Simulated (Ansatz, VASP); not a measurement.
**Si2Mo in two plane-wave programs**

Wanted: the spread between two codes on one cell, functional and k mesh. The structure shown is the end of the Ansatz relaxation below.

Calculated with Ansatz 0.2.0; plane waves, with VASP 6.6.1 beside it; PBEsol.

**1. The starting structure**

Symmetry: I4/mmm, No. 139, tetragonal system. Conventional cell: a = 3.095 Å, b = 3.095 Å, c = 7.921 Å, α = 90.00°, β = 90.00°, γ = 90.00°. Nearest to Si lie 5 Mo at 2.55 to 2.65 Å and 5 Si at 2.57 to 2.62 Å. Nearest to Mo lie 10 Si at 2.55 to 2.65 Å. Farther neighbours are not listed.

**2. Ansatz: relaxation, PBEsol**

Ansatz runs on its PAW soft_1 files.

This run makes the geometry at which the two programs are then compared.

Input file input.yaml:

```yaml
crystal:
  lattice:
    - [-1.5473900197, 1.5473900197, 3.9418677633]
    - [1.5473900197, -1.5473900197, 3.9418677633]
    - [1.5473900197, 1.5473900197, -3.9418677633]
  atoms:
    - { symbol: Si, position: [0.3347730943, 0.3347730943, 0.0] }
    - { symbol: Si, position: [0.6652269057, 0.6652269057, 0.0] }
    - { symbol: Mo, position: [0.0, 0.0, 0.0] }
  conventional_axes: [[0, 1, 1], [1, 0, 1], [1, 1, 0]]
kpoints:
  mp_grid: { grid: [20, 20, 20] }
hamiltonian:
  xc: pbesol
  pseudopotentials: { kind: paw, azcp: { folder: soft_1 }, xc_functional: pbe }
scf:
  occupations: { method: methfessel_paxton, width: 0.2 }
output:
  forces: true
  stress: true
  eigenvalues: true
relax:
  adjacent_minimum: "off"
  f_tol: 0.001
  max_steps: 60
  cell: { stress_tol: 0.01, fix: [a, b, gamma] }
```

Launch:

```
$ ansatz run input.yaml --threads 4 --pin off --max-ram 10240MiB --backend cpu --events-out ev --progress --plain --runs-dir out
```

Numbers of over 12 decimals in the logs are rounded to 6 here.

The program printed:

```text
basis.fft_grid_basis auto: the FFT boxes are laid along the combinations [[1, 0, 1], [0, 1, 1], [0, 0, 1]] of the cell's own vectors, 3.095, 3.095 and 4.509 Å long. The dense box has 24×24×32 points. Along the cell's own vectors, as sized, it would have 32×32×32, 1.78 times as many. Of the 16 symmetry operations that the crystal satisfies within crystal.symmetry.tolerance (time reversal apart; of a slab, those that k [...]
Engine: ansatz 0.2.0, aarch64-unknown-linux-gnu
Pseudopotentials: kind: paw
Pseudopotential: Si, paw, valence charge 4, recommended cutoff 420 eV (normal), soft_1/Si.paw.azcp
Pseudopotential: Mo, paw, valence charge 14, recommended cutoff 420 eV (normal), soft_1/Mo.paw.azcp
Functional definition: PBEsol
  exchange = pbesol_x
  correlation = pbesol_c
Crystal: 3 atoms, lattice volume = 37.754 Å³
Basis set: ecut = 420 eV, 769 PW (Γ), FFT grids on a1+a3, a2+a3, a3, exchange–correlation on 48×48×64 points (8 copies of the dense FFT grid, shifted against one another)
Bands: 15, of which v1, the nominal top of the filled ones, is band 11 counted from 1 (10 counted from 0)
Symmetry: 16 space group operations
Space group: I4/mmm (ITA 139), of the structure as read, at distance tolerance 3.4e-5 Å
k-points: 641 of 8000
Non-local potential: Si, projectors of the file, l = 0: 2, l = 1: 2, l = 2: 1
Non-local potential: Mo, projectors of the file, l = 0: 3, l = 1: 2, l = 2: 2, l = 3: 1
PAW form: soft (Blöchl's): semilocal exchange-correlation on the pseudo side does not see the compensation charge
PAW frozen core: Si, regenerated for the run's functional, and the local potential with it (the file was generated under x = pbe(κ = 0.804, μ = 0.219515), c = pbe(β = 0.066725))
PAW frozen core: Mo, regenerated for the run's functional, and the local potential with it (the file was generated under x = pbe(κ = 0.804, μ = 0.219515), c = pbe(β = 0.066725))
PAW one-centre angular grid: Si, 110 points (default); XC on 64 Gauss nodes
PAW one-centre angular grid: Mo, 590 points (default); XC on 64 Gauss nodes
Initial density: superposition of atomic densities (chi_scale 0.1, normalization cell, long waves kept (reshape's long-wave potential 0.00 eV rms))
Initial wavefunctions: pseudopotential atomic-orbital guess
Functional: x = pbesol(κ = 0.804, μ = 0.123457), c = pbesol(β = 0.046)
SCF iter   1: F=—  HF=-6143.345732 eV  |F-HF|=—  |Δ(HF+E_count)|=         —  Δρ=9.26e-2  dr2=4.62e0  ethr=3.10e-3  ⟨swp⟩=5.4  Hψ=55904  notcnv=0
preconditioner: auto → Kerker (q_TF=auto, 2.493 Å⁻¹)  [metal: Δε(μ)=0.009 eV  Ē_g=8.492 eV  σ=0.200 eV  W_gap=0.04  n_scr=10 (ndim 8)  ℏωp=22.6 eV  f_vac=0.000  D(μ)=0.52/eV (n_scr^D=0)]
SCF iter   2: F=—  HF=-6142.256934 eV  |F-HF|=—  |Δ(HF+E_count)|=    1.09e0  S|Δr|=    0.00e0  Δρ=3.26e-2  dr2=2.98e-1  ethr=3.10e-3  ⟨swp⟩=2.1  Hψ=23778  notcnv=0  defer=6
SCF iter   3: F=—  HF=-6142.194074 eV  |F-HF|=—  |Δ(HF+E_count)|=   6.29e-2  S|Δr|=    0.00e0  Δρ=1.46e-2  dr2=6.25e-2  ethr=1.35e-3  ⟨swp⟩=2.2  Hψ=14081  notcnv=0  defer=6
SCF iter   4: F=—  HF=-6142.179513 eV  |F-HF|=—  |Δ(HF+E_count)|=   1.46e-2  S|Δr|=    0.00e0  Δρ=2.37e-3  dr2=2.19e-3  ethr=2.84e-4  ⟨swp⟩=2.5  Hψ=14138  notcnv=0  defer=6
SCF iter   5: F=—  HF=-6142.178876 eV  |F-HF|=—  |Δ(HF+E_count)|=   6.37e-4  S|Δr|=    0.00e0  Δρ=2.43e-4  dr2=3.50e-5  ethr=9.94e-6  ⟨swp⟩=2.7  Hψ=15587  notcnv=0  defer=6
SCF iter   6: F=—  HF=-6142.178863 eV  |F-HF|=—  |Δ(HF+E_count)|=   1.40e-5  S|Δr|=    0.00e0  Δρ=2.49e-5  dr2=2.12e-7  ethr=1.59e-7  ⟨swp⟩=2.2  Hψ=12722  notcnv=0  defer=6
SCF iter   7: F=-6142.178862 eV  HF=-6142.178862 eV  |F-HF|=1.52e-9  |Δ(HF+E_count)|=   5.80e-8  S|Δr|=    0.00e0  Δρ=3.48e-6  dr2=3.64e-9  ethr=4.55e-10  ⟨swp⟩=5.9  Hψ=46991  notcnv=0
SCF 1 converged in 7 iterations: F = -6142.178862 eV  dr2 = 3.64e-9
  greatest PAW one-centre occupation: 0.999 electrons in one spin orbital (limit 2), on the Mo atom at site 2 (counted from 0), in its partial waves of l = 0
relax step   1: F+E_penalty+E_count = -6142.17886246 eV  Δ(F+E_penalty+E_count) = +0.000e0 eV  max|allowed force component| = 4.983e-2 eV/Å  Δτ_max = 0.0000 Å  P = +12.557 GPa  Ω = 37.754 Å³  fix = [a, b, gamma]  reactions: a +17.544, b +17.544 GPa  (7 SCF iters, dr2 threshold 1.00e-7 eV, accepted)
[...]
relax step   2: F+E_penalty+E_count = -6142.18030128 eV  Δ(F+E_penalty+E_count) = -1.439e-3 eV  max|allowed force component| = 4.424e-4 eV/Å  Δτ_max = 0.0014 Å  P = +10.992 GPa  Ω = 37.962 Å³  energy of the carried Pulay correction = -2.432e-5 eV  fix = [a, b, gamma]  reactions: a +16.698, b +16.698 GPa  (4 SCF iters, dr2 threshold 3.00e-7 eV, accepted)
[...]
relax step   3: F+E_penalty+E_count = -6142.18034453 eV  Δ(F+E_penalty+E_count) = -4.325e-5 eV  max|allowed force component| = 3.217e-3 eV/Å  Δτ_max = 0.0000 Å  P = +11.202 GPa  Ω = 37.933 Å³  energy of the carried Pulay correction = -2.093e-5 eV  fix = [a, b, gamma]  reactions: a +16.813, b +16.813 GPa  (3 SCF iters, dr2 threshold 3.00e-7 eV, accepted)
[...]
relax step   4: F+E_penalty+E_count = -6142.18034506 eV  Δ(F+E_penalty+E_count) = -5.376e-7 eV  max|allowed force component| = 1.922e-3 eV/Å  Δτ_max = 0.0003 Å  P = +11.203 GPa  Ω = 37.932 Å³  energy of the carried Pulay correction = -2.080e-5 eV  fix = [a, b, gamma]  reactions: a +16.810, b +16.810 GPa  (4 SCF iters, dr2 threshold 8.52e-10 eV, accepted)
[...]
relax step   5: F+E_penalty+E_count = -6142.18034533 eV  Δ(F+E_penalty+E_count) = -2.640e-7 eV  max|allowed force component| = 6.966e-5 eV/Å  Δτ_max = 0.0001 Å  P = +11.210 GPa  Ω = 37.931 Å³  energy of the carried Pulay correction = -2.074e-5 eV  fix = [a, b, gamma]  reactions: a +16.814, b +16.814 GPa  (4 SCF iters, dr2 threshold 2.31e-10 eV, accepted)
[...]
relax step   6: F+E_penalty+E_count = -6142.18036613 eV  Δ(F+E_penalty+E_count) = -2.080e-5 eV  max|allowed force component| = 6.195e-5 eV/Å  Δτ_max = 0.0000 Å  P = +11.209 GPa  Ω = 37.931 Å³  fix = [a, b, gamma]  reactions: a +16.813, b +16.813 GPa  stress off target by 1.01e-5 GPa on what of the cell is left free  SCF on the basis re-selected at this cell (its energy is not comparable with the rows above)  (5 SCF iters)
basis re-selected at this cell: Δ(F+E_penalty+E_count) = -2.080e-5 eV, ΔP = -0.001 GPa vs the last step (what re-selecting the basis moved, of the pressure what is left beyond the Pulay correction that the steps carried, after the strain that the cell walked since its last selection, with what the two solves' SCF thresholds leave and, on support functions, any second-order correction that the steps lacked; it is no m [...]
SCF converged after 5 iterations
Stability not checked: this state was not tested for a lower state beside it, because cold or Methfessel-Paxton smearing, or corrected tetrahedra, fill the levels in a way that the test cannot read (fill_not_monotonic; see scf.lower_state_search)
Free energy (F): -6142.180366 eV
Harris-Foulkes:  -6142.180366 eV  (|F-HF|=9.09e-13)
Internal energy: -6142.180851 eV  (E = F + TS)
E sigma→0 (E₀):  -6142.180487 eV
Entropy (-TS):   0.000485 eV (0.162 meV/atom)
Fermi energy:    17.091895 eV
--- Per-component energies (eV) ---
  E_band       = -25.641263
  E_kinetic    = 517.811403
  E_local      = -1099.208736  (includes V_loc(G=0)·N_el)
  E_nonlocal   = 195.551427
  E_hartree    = 424.345967
  E_xc         = -293.753837
  E_vxc        = -323.687975  (∫ρ·V_xc dr)
  E_paw        = -4150.398988  (= ΣΔE_a)
  E_vpaw       = -164.799456  (= ΣTr[D̂ρ^β])
  E_aug_tail   = 0.000128  (compensation charges beyond the density's cutoff)
  E_ewald      = -1736.800636
  E_core_change = 0.272421  (= ΣΔE_core)
  E_smearing   = 0.000485  (= −TS)
  E_closure    = 0.000000  (closes the sum)
  Σ components = -6142.180366   (vs F -6142.180366, Δ=0.00e0)
--- Forces (eV/Å), atoms counted from 1 ---
  atom   1  Si     0.00000000    -0.00000000     0.00006195
  atom   2  Si    -0.00000000     0.00000000    -0.00006195
  atom   3  Mo    -0.00000000     0.00000000     0.00000000
  max |Σ_I F_I| component: 2.78e-17 eV/Å
--- Stress (GPa, compression-positive) ---
       16.813099       0.000000       0.000000
        0.000000      16.813099      -0.000000
        0.000000      -0.000000      -0.000010
  P = ⅓ Tr σ = 11.2087 GPa (112.087 kbar)
--- Band table (eV; the first three rows and the last of 641) ---
  k-point 0: bands = [... 7 lower, 13.5851, 14.4301, 14.4301, 17.6662, 19.9893, 20.7878, 21.0728, 21.0728]
  k-point 1: bands = [... 7 lower, 13.6177, 14.1864, 14.6827, 17.3396, 20.1971, 20.4165, 20.8476, 21.1062]
  k-point 2: bands = [... 7 lower, 13.5927, 13.7163, 15.1172, 16.5325, 19.9083, 20.5540, 20.7391, 21.1872]
  k-point 640: bands = [... 7 lower, 14.5825, 16.3587, 16.3587, 16.8444, 16.8444, 17.7835, 21.1890, 22.6912]
--- Relaxed structure (5 steps of the walk, 5 accepted, 1 SCFs on fresh bases) ---
  F+E_penalty+E_count = -6142.18036613 eV   max|allowed force component| = 6.195e-5 eV/Å   (the final SCF, on the basis selected at the relaxed cell)
  cell:  # Å, volume = 37.9315 Å³
    - [-1.5473900197, 1.5473900197, 3.960412]
    - [1.5473900197, -1.5473900197, 3.960412]
    - [1.5473900197, 1.5473900197, -3.960412]
  atoms:
    - { symbol: Si, position: [0.334567, 0.334567, 0] }
    - { symbol: Si, position: [0.665433, 0.665433, 0] }
    - { symbol: Mo, position: [0, 0, 0] }
```

Reading the cycles: dr2 is the Hartree energy of the density residual (eV), the measure of convergence; HF is the Harris–Foulkes estimate of the energy, which meets the free energy F at convergence.

**3. VASP: single point, PBEsol, pair 1**

The same cell, functional, mesh and smearing now go to VASP, with its own data sets.

Lines of VASP's logs that name or quote its potential files are left out, and so is its time.

Input file INCAR:

```
SYSTEM = Si2Mo
PREC = Accurate
ENCUT = 500
EDIFF = 1E-06
NELM = 120
ISMEAR = 1
SIGMA = 0.2
LREAL = .FALSE.
ALGO = Normal
GGA = PS
NBANDS = 17
LASPH = .TRUE.
LORBIT = 11
LWAVE = .FALSE.
LCHARG = .FALSE.
ISIF = 2
GGA_COMPAT = .FALSE.
KPAR = 2
```

Input file POSCAR:

```
Si2Mo
1.0
   -1.5473900197      1.5473900197      3.9604116588
    1.5473900197     -1.5473900197      3.9604116588
    1.5473900197      1.5473900197     -3.9604116588
Si Mo
2 1
Direct
    0.3345670646      0.3345670646      0.0000000000
    0.6654329354      0.6654329354      0.0000000000
    0.0000000000      0.0000000000      0.0000000000
```

Input file KPOINTS:

```
Automatic mesh
0
Gamma
20 20 20
0 0 0
```

PAW data sets: Si and Mo_sv (PBE family, release 64).

Launch:

```
$ mpirun -np 2 vasp_std
```

The program printed:

```text
[banner, memory and clock lines left out]
running    2 mpi-ranks, on    1 nodes
 distrk:  each k-point on    1 cores,    2 groups
 distr:  one band on    1 cores,    1 groups

 POSCAR found type information on POSCAR SiMo
 POSCAR found :  2 types and       3 ions
|                                                                             |
|               ----> ADVICE to this user running VASP <----                  |
|                                                                             |
|     You enforced a specific xc type in the INCAR file but a different       |
|     [... a line on the potential file left out ...]
|     I HOPE YOU KNOW WHAT YOU ARE DOING!                                     |
|                                                                             |

 LDA part: xc-table for (Slater+PW92), standard interpolation
 POSCAR, INCAR and KPOINTS ok, starting setup
 FFT: planning ... GRIDC
 FFT: planning ... GRID_SOFT
 FFT: planning ... GRID
 WAVECAR not read
 entering main loop
       N       E                     dE             d eps       ncg     rms          rms(c)
DAV:   1     0.116595938186E+03    0.11660E+03   -0.11192E+04 21834   0.120E+03
DAV:   2    -0.231448469459E+02   -0.13974E+03   -0.13722E+03 27108   0.308E+02
DAV:   3    -0.258454352439E+02   -0.27006E+01   -0.26772E+01 26796   0.388E+01
DAV:   4    -0.258590862560E+02   -0.13651E-01   -0.13631E-01 26976   0.308E+00
DAV:   5    -0.258591762892E+02   -0.90033E-04   -0.90025E-04 26858   0.248E-01    0.256E+01
DAV:   6    -0.251149174526E+02    0.74426E+00   -0.53870E+00 23442   0.158E+01    0.614E+00
DAV:   7    -0.249963176462E+02    0.11860E+00   -0.84318E-01 22958   0.553E+00    0.532E+00
DAV:   8    -0.249561271231E+02    0.40191E-01   -0.11879E-01 23626   0.259E+00    0.522E-01
DAV:   9    -0.249549160949E+02    0.12110E-02   -0.22589E-03 26827   0.385E-01    0.228E-01
DAV:  10    -0.249548002476E+02    0.11585E-03   -0.58201E-04 24872   0.204E-01    0.710E-02
DAV:  11    -0.249547912535E+02    0.89940E-05   -0.14895E-04 24129   0.899E-02    0.281E-02
DAV:  12    -0.249547891980E+02    0.20555E-05   -0.24574E-05 23209   0.354E-02    0.105E-02
DAV:  13    -0.249547884509E+02    0.74714E-06   -0.17837E-06 13736   0.115E-02
   1 F= -.24954788E+02 E0= -.24954946E+02  d E =0.473710E-03
```

Parts of OUTCAR (step 3):

```text
ion  position               nearest neighbor table
   1  0.335  0.335  0.000-   3 2.55   3 2.55   3 2.55   3 2.55   2 2.57   2 2.57   2 2.57   2 2.57
                             2 2.62   3 2.65
   2  0.665  0.665  0.000-   3 2.55   3 2.55   3 2.55   3 2.55   1 2.57   1 2.57   1 2.57   1 2.57
                             1 2.62   3 2.65
   3  0.000  0.000  0.000-   2 2.55   2 2.55   2 2.55   1 2.55   2 2.55   1 2.55   1 2.55   1 2.55
                             1 2.65   2 2.65

  LATTYP: Found a body centered tetragonal cell.
 ALAT       =     3.0947800394
 C/A-ratio  =     2.5594139864

 Subroutine GETGRP returns: Found 16 space group operations
 (whereof 16 operations were pure point group operations)

The static configuration has the point symmetry D_4h.

 Found    641 irreducible k-points:

   k-points           NKPTS =    641   k-points in BZ     NKDIM =    641   number of bands    NBANDS=     17

   dimension x,y,z NGX =    36 NGY =   36 NGZ =   36
   dimension x,y,z NGXF=    72 NGYF=   72 NGZF=   72

   ENCUT  =  500.0 eV  36.75 Ry    6.06 a.u.   8.25  8.25  8.25*2*pi/ulx,y,z

   NELECT =      22.0000    total number of electrons

 k-points in reciprocal lattice and weights: Automatic mesh
   0.00000000  0.00000000  0.00000000       0.000
   0.05000000  0.00000000  0.00000000       0.001
   0.10000000  0.00000000 -0.00000000       0.001
   0.15000000  0.00000000 -0.00000000       0.001
   0.20000000  0.00000000 -0.00000000       0.001
   0.25000000  0.00000000 -0.00000000       0.001
   0.30000000  0.00000000 -0.00000000       0.001
   0.35000000  0.00000000 -0.00000000       0.001
   0.40000000  0.00000000 -0.00000000       0.001
[...]
-0.45000000 -0.45000000  0.45000000       0.000
   0.50000000  0.50000000  0.50000000       0.000

 average (electrostatic) potential at core
       1 -76.2823       2 -76.2823       3 -67.9007

 E-fermi :  13.1823

 k-point     1 :       0.0000    0.0000    0.0000
  band No.  band energies     occupation
    ...
      6       6.2577      2.00000
      7       9.2091      2.00000
      8       9.6735      2.00000
      9      10.5209      2.00000
     10      10.5209      2.00000
     11      13.7584     -0.00036
     12      16.0684     -0.00000
     13      16.8803     -0.00000
     14      17.1662     -0.00000
     15      17.1662     -0.00000
    ...

 k-point     2 :       0.0500    0.0000    0.0000
  band No.  band energies     occupation
    ...
      6       6.2684      2.00000
      7       9.0950      2.00000
      8       9.6851      2.00000
      9      10.5257      2.00000
     10      10.5528      2.00000
     11      13.5971     -0.01250
     12      16.1896     -0.00000
     13      16.5686     -0.00000
     14      16.8525     -0.00000
     15      17.3161      0.00000
    ...

 k-point     3 :       0.1000    0.0000   -0.0000
  band No.  band energies     occupation
    ...
      7       8.7939      2.00000
      8       9.7060      2.00000
      9      10.5364      2.00000
     10      10.6470      2.00000
     11      13.2060      0.80116
     12      16.0205     -0.00000
     13      16.3582     -0.00000
     14      16.6137     -0.00000
     15      17.5833      0.00000
     16      17.6928      0.00000
    ...

  Total        4.0806859      4.0806859      0.0972157      0.0000000     -0.0000000      0.0000000
  in kB      172.3629215    172.3629215      4.1062647      0.0000000     -0.0000000      0.0000000
  external PRESSURE =     116.2773692 kB  Pullay stress =       0.0000000 kB

  energy-cutoff  :      500.00
  volume of cell :       37.93
      direct lattice vectors                 reciprocal lattice vectors
    -1.547390020  1.547390020  3.960411659     0.000000000  0.323124741  0.126249502
     1.547390020 -1.547390020  3.960411659     0.323124741  0.000000000  0.126249502
     1.547390020  1.547390020 -3.960411659     0.323124741  0.323124741  0.000000000

 POSITION                                       TOTAL-FORCE (eV/Angst)
 -----------------------------------------------------------------------------------
      0.00000      0.00000      2.65005        -0.000000     -0.000000     -0.008290
      0.00000      0.00000      5.27078         0.000000      0.000000      0.008290
      0.00000      0.00000      0.00000        -0.000000     -0.000000     -0.000000
 -----------------------------------------------------------------------------------
    total drift:                                0.000000      0.000000     -0.000000

  FREE ENERGIE OF THE ION-ELECTRON SYSTEM (eV)
  ---------------------------------------------------
  free  energy   TOTEN  =       -24.9547884509 eV

  energy  without entropy=      -24.9552621610  energy(sigma->0) =      -24.95494635

 total charge
# of ion       s       p       d       tot
------------------------------------------
    1        0.743   0.913   0.000   1.656
    2        0.743   0.913   0.000   1.656
    3        2.302   6.232   4.306  12.840
--------------------------------------------------
tot          3.789   8.057   4.306  16.153

[... 3 further parts left out ...]
```

The PAW data sets were made with PBE, which is usual practice but a small mismatch for other functionals.

**4. Side by side**

Known differences besides the potentials themselves: the cutoff is 420 eV in Ansatz and 500 eV in VASP; Ansatz makes its cores anew for this functional, VASP keeps those of its PBE data sets; Ansatz's pressure holds a Pulay correction, VASP's none. Total energies have different zeros and are not compared.

Compared:

| quantity | Ansatz | VASP | difference |
| --- | --- | --- | --- |
| pressure (GPa) | 11.21 | 11.63 | -0.42 |

The largest component of a force difference here is 8 meV/Å.

**5. Ansatz: relaxation, PBEsol**

This run makes the geometry at which the two programs are then compared. The cell compared in this pair holds 38.54 Å³, against 37.93 Å³ for the pair before.

The structure compared here is the end of the Ansatz relaxation.

input.yaml, the sections that differ from step 2:

```yaml
crystal:
  lattice:
    - [-1.5633424941, 1.5633424941, 3.9253017568]
    - [1.5633424941, -1.5633424941, 3.9253017568]
    - [1.5633424941, 1.5633424941, -3.9253017568]
  atoms:
    - { symbol: Si, position: [0.334947299, 0.334947299, 0.0] }
    - { symbol: Si, position: [0.665052701, 0.665052701, 0.0] }
    - { symbol: Mo, position: [0.0, 0.0, 0.0] }
  conventional_axes: [[0, 1, 1], [1, 0, 1], [1, 1, 0]]
# kpoints, hamiltonian, scf, output, relax: as in step 2
```

Launch:

```
$ ansatz run input.yaml --threads 4 --pin off --max-ram 10240MiB --backend cpu --events-out ev --progress --plain --runs-dir out
```

The program printed:

```text
[...]
Crystal: 3 atoms, lattice volume = 38.374 Å³
Basis set: ecut = 420 eV, 769 PW (Γ), FFT grids on a1+a3, a2+a3, a3, exchange–correlation on 48×48×64 points (8 copies of the dense FFT grid, shifted against one another)
Bands: 15, of which v1, the nominal top of the filled ones, is band 11 counted from 1 (10 counted from 0)
Symmetry: 16 space group operations
[...]
--- Relaxed structure (5 steps of the walk, 4 accepted, 1 SCFs on fresh bases) ---
[...]
cell:  # Å, volume = 38.5363 Å³
    - [-1.5633424941, 1.5633424941, 3.941868]
    - [1.5633424941, -1.5633424941, 3.941868]
    - [1.5633424941, 1.5633424941, -3.941868]
  atoms:
    - { symbol: Si, position: [0.334773, 0.334773, 0] }
    - { symbol: Si, position: [0.665227, 0.665227, 0] }
    - { symbol: Mo, position: [0, 0, 0] }
[key lines of the parts left out:]
SCF converged after 4 iterations
Free energy (F): -6142.247889 eV
Fermi energy:    16.745205 eV
P = ⅓ Tr σ = 7.2260 GPa (72.260 kbar)
```

(Continued in part 2 of 2.)

[Lines on the potential files, build, host, timing and source positions are cut from VASP's logs without a mark.]

[Logs are printed without paths, hosts, clocks, repeated set-up lines and the standing remarks that a program may print on its own settings, such as how far it seeks lower states.]

[Hosts, paths, dates, database ids (printed as entryN), source tags and the programs' standing remarks are cut or masked in the printed files.]
